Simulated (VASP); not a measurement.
Here is the system:

```
RuSi
1.0
    4.70860     0.00000     0.00000
    0.00000     4.70860     0.00000
    0.00000     0.00000     4.70860
Si Ru
4 4
Direct
  0.16242   0.33758   0.66242
  0.33758   0.66242   0.16242
  0.66242   0.16242   0.33758
  0.83758   0.83758   0.83758
  0.87059   0.62941   0.37059
  0.62941   0.37059   0.87059
  0.37059   0.87059   0.62941
  0.12941   0.12941   0.12941
```

Level of theory: PBE GGA, VASP's PBE PAW potentials (set 64) (plane waves; VASP). Run with 300 eV cut-off, 4×4×4 Γ-centred mesh, Fermi-Dirac smearing of 0.020 eV, potentials Si Ru_pv.

At this cut-off the stress carries a Pulay error, which pulls relaxed volumes low.

Problem. What does the run give for the energy per atom (σ→0), pressure, largest force?

Solution. 
- energy per atom (σ→0) = -7.954 eV/atom
- pressure = 3.78 GPa
- largest force = 0.109 eV/Å

The structure comes from a computed database's SiRu entry; how it stands against other phases isn't given here. The cell was not relaxed at this level.
